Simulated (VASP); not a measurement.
Given:

```
Ir
1.0
    0.00000     1.93022     1.93022
    1.93022     0.00000     1.93022
    1.93022     1.93022     0.00000
Ir
1
Cartesian
  0.00000   0.00000   0.00000
```

The numbers are results of rev-vdW-DF2, VASP's PBE PAW potentials (set 64) (plane waves; VASP), not measurements. Numerical set-up: 520 eV cut-off, 16×16×16 Γ-centred mesh, first-order Methfessel-Paxton smearing of 0.10 eV, potentials Ir.

Unless said otherwise, spin-orbit coupling is left out, though it shifts the bands of the heavy elements here.

Q: What does the run give for the energy per atom (σ→0), band gap (on the k-mesh) with the smallest direct gap where there is one?

A: 
```
Property                                                    Result
------------------------  ----------------------------------------
band gap (on the k-mesh)  none (metal, semimetal or under 0.01 eV)
energy per atom (σ→0)                               -6.803 eV/atom
```

The absolute energy has meaning only against runs of the same code, potentials and settings.

The compound is Ir in the fcc structure. It was relaxed first.
